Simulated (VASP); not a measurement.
An input for Quantum ESPRESSO's pw.x (written as the equivalent of a VASP run, and not itself run):

```
&CONTROL
  calculation = 'scf'
  pseudo_dir = './pseudo'
  outdir = './out'
  tprnfor = .true.
  tstress = .true.
/
&SYSTEM
  ibrav = 0
  nat = 2
  ntyp = 2
  ecutwfc = 74
  occupations = 'smearing'
  smearing = 'gaussian'
  degauss = 0.003675
  input_dft = 'revpbe'
/
&ELECTRONS
  conv_thr = 7.3e-09
  electron_maxstep = 100
/
ATOMIC_SPECIES
  K 39.098 K.upf
  Cl 35.450 Cl.upf
CELL_PARAMETERS angstrom
     0.0000000    3.3423352    3.3423352
     3.3423352    0.0000000    3.3423352
     3.3423352    3.3423352    0.0000000
ATOMIC_POSITIONS crystal
  K    0.0000000  0.0000000  0.0000000
  Cl   0.5000000  0.5000000  0.5000000
K_POINTS automatic
  7 7 7 0 0 0
```

**Question.** Translate this input to VASP (INCAR, KPOINTS, POSCAR, choice of POTCAR).

**Answer.** One answer among several that fit: 
**INCAR**
```
ALGO=Normal
EDIFF=1E-7
ENCUT=520
GGA=RE
ISIF=2
ISMEAR=0
LASPH=.True.
LCHARG=.False.
LREAL=.False.
LWAVE=.False.
NELM=100
PREC=Accurate
SIGMA=0.05
SYSTEM=KCl
```

**POSCAR**
```
KCl
4.7267760
  0.0000000000   0.7071067565   0.7071067565
  0.7071067565   0.0000000000   0.7071067565
  0.7071067565   0.7071067565   0.0000000000
K Cl
1 1
Cartesian
  0.0000000000   0.0000000000   0.0000000000
  0.7071067565   0.7071067565   0.7071067565
```

**KPOINTS**
```
Automatic mesh
0
Gamma
7 7 7
0 0 0
```

POTCAR, in this order: K_sv Cl (PBE.64 set). Program: vasp_std.

Limits of the translation: the potentials are each code's own (VASP's PAW set, PseudoDojo norm-conserving files in pw.x), so ENCUT and ecutwfc are chosen apart and not converted; conv_thr bounds pw.x's estimated SCF error, while EDIFF bounds the energy change between steps.

The compound is KCl in the rock salt structure. This cell is one point of a volume scan, at 1.06 of the reference volume.
